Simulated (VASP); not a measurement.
Output of a VASP run:

### OSZICAR
```
       N       E                     dE             d eps       ncg     rms          rms(c)
DAV:   1     0.300330969320E+02    0.30033E+02   -0.69816E+03  3805   0.158E+03
DAV:   2    -0.188158948344E+02   -0.48849E+02   -0.42238E+02  3395   0.315E+02
DAV:   3    -0.246615958096E+02   -0.58457E+01   -0.47592E+01  3537   0.242E+02
DAV:   4    -0.249950727791E+02   -0.33348E+00   -0.29793E+00  3914   0.271E+01
DAV:   5    -0.250066162910E+02   -0.11544E-01   -0.11074E-01  3751   0.325E+00    0.374E+01
DAV:   6    -0.240023110457E+02    0.10043E+01   -0.10202E+00  3974   0.310E+01    0.151E+01
DAV:   7    -0.236545213688E+02    0.34779E+00   -0.73293E-01  4095   0.255E+01    0.837E-01
DAV:   8    -0.236412441775E+02    0.13277E-01   -0.11751E-02  4126   0.136E+00    0.142E-01
DAV:   9    -0.236407777236E+02    0.46645E-03   -0.41950E-04  4123   0.257E-01    0.371E-02
DAV:  10    -0.236407911747E+02   -0.13451E-04   -0.54332E-05  3515   0.646E-02    0.424E-03
DAV:  11    -0.236407924513E+02   -0.12766E-05   -0.36732E-07  1950   0.241E-02    0.536E-03
DAV:  12    -0.236407917631E+02    0.68821E-06   -0.25227E-07  1862   0.181E-02
   1 F= -.23640792E+02 E0= -.23640822E+02  d E =-.236408E+02
       N       E                     dE             d eps       ncg     rms          rms(c)
DAV:   1    -0.236416852995E+02   -0.89285E-03   -0.88072E-02  3213   0.111E+01    0.267E-01
DAV:   2    -0.236408967887E+02    0.78851E-03   -0.10788E-03  3814   0.515E-01    0.104E-01
DAV:   3    -0.236406746585E+02    0.22213E-03   -0.43751E-04  4067   0.368E-01    0.322E-02
DAV:   4    -0.236406752123E+02   -0.55382E-06   -0.11163E-05  3335   0.374E-02    0.101E-02
DAV:   5    -0.236406743898E+02    0.82253E-06   -0.61351E-07  1719   0.176E-02
   2 F= -.23640674E+02 E0= -.23640665E+02  d E =0.117373E-03
       N       E                     dE             d eps       ncg     rms          rms(c)
DAV:   1    -0.236412726791E+02   -0.59747E-03   -0.29989E-02  3177   0.651E+00    0.153E-01
DAV:   2    -0.236410079232E+02    0.26476E-03   -0.36953E-04  3793   0.300E-01    0.597E-02
DAV:   3    -0.236409345919E+02    0.73331E-04   -0.14988E-04  4048   0.213E-01    0.190E-02
DAV:   4    -0.236409348527E+02   -0.26083E-06   -0.32692E-06  2528   0.222E-02
   3 F= -.23640935E+02 E0= -.23640965E+02  d E =-.143090E-03
```

File OUTCAR:
```
------------------------ aborting loop because EDIFF is reached ----------------------------------------
  FORCE on cell =-STRESS in cart. coord.  units (eV):
  Direction    XX          YY          ZZ          XY          YZ          ZX
  --------------------------------------------------------------------------------------
  Total       -0.0161177     -0.0161177     -0.0197522      0.0000000     -0.0000000      0.0000000
  in kB       -0.8558952     -0.8558951     -1.0488998      0.0000000     -0.0000000      0.0000000
  external PRESSURE =      -0.9202300 kB  Pullay stress =       0.0000000 kB
  volume of cell :       30.17
      direct lattice vectors                 reciprocal lattice vectors
     1.391850753 -2.410756103 -0.000000000     0.359233919 -0.207403810 -0.000000000
     1.391850753  2.410756103  0.000000000     0.359233919  0.207403810  0.000000000
     0.000000000 -0.000000000  4.495891476     0.000000000 -0.000000000  0.222425298
 POSITION                                       TOTAL-FORCE (eV/Angst)
 -----------------------------------------------------------------------------------
      1.39185      0.80359      1.12397        -0.000000      0.000000      0.000000
      1.39185     -0.80359      3.37192         0.000000     -0.000000      0.000000
 -----------------------------------------------------------------------------------
    total drift:                               -0.000000      0.000010     -0.000017
  FREE ENERGIE OF THE ION-ELECTRON SYSTEM (eV)
  ---------------------------------------------------
  free  energy   TOTEN  =       -23.6409348527 eV

  energy  without entropy=      -23.6410241900  energy(sigma->0) =      -23.64096463

 reached required accuracy - stopping structural energy minimisation
```
(Selected blocks of OUTCAR.)

### POSCAR
```
Re
1
    1.3906512722    -2.4086785419    -0.0000000000
    1.3906512722     2.4086785419     0.0000000000
    0.0000000000     0.0000000000     4.5012048426
Re
2
Direct
  0.3333330000   0.6666670000   0.2500000000
  0.6666670000   0.3333330000   0.7500000000
```

Reconstruct the remaining input files.

One answer among several that fit: the input of the run itself, RPBE GGA, plane waves, VASP's PBE PAW potentials (set 64).

**INCAR**
```
SYSTEM = Re
PREC = Accurate; ENCUT = 520; LREAL = .FALSE.
LASPH = .TRUE.
EDIFF = 1E-6; NELM = 100; ALGO = Normal
LMAXMIX = 6
ISMEAR = 1; SIGMA = 0.1
GGA = RP
IBRION = 2; NSW = 60; ISIF = 3
EDIFFG = -0.01
LWAVE = .FALSE.; LCHARG = .FALSE.
```

KPOINTS:
```
Automatic mesh
0
Gamma
14 14 7
0 0 0
```

POTCAR, in this order: Re (PBE.64 set). Program: vasp_std.

The compound is Re in the hcp structure. This run relaxes it. Symmetry was kept, so distortions that lower it aren't found. The start is the result of an earlier pass.
